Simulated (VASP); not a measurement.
Set up this calculation in VASP 6.6.1, as the native input.

```
Task                   : single point
Functional             : PBE
Potentials or basis    : VASP PAW PBE potentials, release 64 (Ge_d, Sn_d, O)
Cutoff                 : 520 eV
k mesh                 : 3 × 3 × 2
Occupations            : fermi-dirac, width 0.01 eV
Spin                   : no spin polarisation
Dipole correction      : no
Further INCAR settings : LREAL = Auto; ALGO = Fast; EDIFF = 1e-06; NBANDS = 180
```

The structure of Sn11GeO24 (a cell with a defect) (Cassiterite) lies in POSCAR:

```
Sn11GeO24
1.0
    4.7380000000      4.7380000000      0.0000000000
   -4.7380000000      4.7380000000      0.0000000000
    0.0000000000      0.0000000000      9.5595000000
Ge Sn O
1 11 24
Direct
    0.0000000000      0.0000000000      0.0000000000
    0.0000000000      0.0000000000      0.3333333333
    0.0000000000      0.0000000000      0.6666666667
    0.5000000000      0.5000000000      0.0000000000
    0.5000000000      0.5000000000      0.3333333333
    0.5000000000      0.5000000000      0.6666666667
    0.5000000000      0.0000000000      0.1666666667
    0.5000000000      0.0000000000      0.5000000000
    0.5000000000      0.0000000000      0.8333333333
    0.0000000000      0.5000000000      0.1666666667
    0.0000000000      0.5000000000      0.5000000000
    0.0000000000      0.5000000000      0.8333333333
    0.3071000000      0.0000000000      0.0000000000
    0.3071000000      0.0000000000      0.3333333333
    0.3071000000      0.0000000000      0.6666666667
    0.8071000000      0.5000000000      0.0000000000
    0.8071000000      0.5000000000      0.3333333333
    0.8071000000      0.5000000000      0.6666666667
    0.5000000000      0.3071000000      0.1666666667
    0.5000000000      0.3071000000      0.5000000000
    0.5000000000      0.3071000000      0.8333333333
    0.0000000000      0.8071000000      0.1666666667
    0.0000000000      0.8071000000      0.5000000000
    0.0000000000      0.8071000000      0.8333333333
    0.6929000000      0.0000000000      0.0000000000
    0.6929000000      0.0000000000      0.3333333333
    0.6929000000      0.0000000000      0.6666666667
    0.1929000000      0.5000000000      0.0000000000
    0.1929000000      0.5000000000      0.3333333333
    0.1929000000      0.5000000000      0.6666666667
    0.5000000000      0.6929000000      0.1666666667
    0.5000000000      0.6929000000      0.5000000000
    0.5000000000      0.6929000000      0.8333333333
    0.0000000000      0.1929000000      0.1666666667
    0.0000000000      0.1929000000      0.5000000000
    0.0000000000      0.1929000000      0.8333333333
```

These files were run (other wordings do the same):

INCAR

```
SYSTEM = Sn11GeO24
PREC = Accurate ; ENCUT = 520
EDIFF = 1E-6 ; ISMEAR = -1
SIGMA = 0.01 ; LREAL = Auto
LASPH = .True. ; NELM = 80
ALGO = Fast ; ISIF = 2
LWAVE = .False. ; LCHARG = .False.
GGA = PE ; NBANDS = 180
```

KPOINTS

```
regular mesh
0
Gamma
  3 3 2
  0 0 0
```

Potentials or basis: VASP PAW PBE potentials, release 64 (Ge_d, Sn_d, O).

Run with:

```bash
$ cat potpaw_PBE.64/Ge_d/POTCAR potpaw_PBE.64/Sn_d/POTCAR potpaw_PBE.64/O/POTCAR > POTCAR
$ mpirun -np 1 vasp_std > vasp.out
```

It gave:

* Pressure: 8.3 GPa
* Largest force: 2.077 eV/Å
* Band gap on the k mesh: 0.95 eV, direct

Caveat: spin-orbit coupling is left out, which moves the levels of the heavy elements.

Run time: 27 min on 1 thread of Intel(R) Xeon(R) Platinum 8488C (Sapphire Rapids) (shared host), peak memory 0.65 GiB.
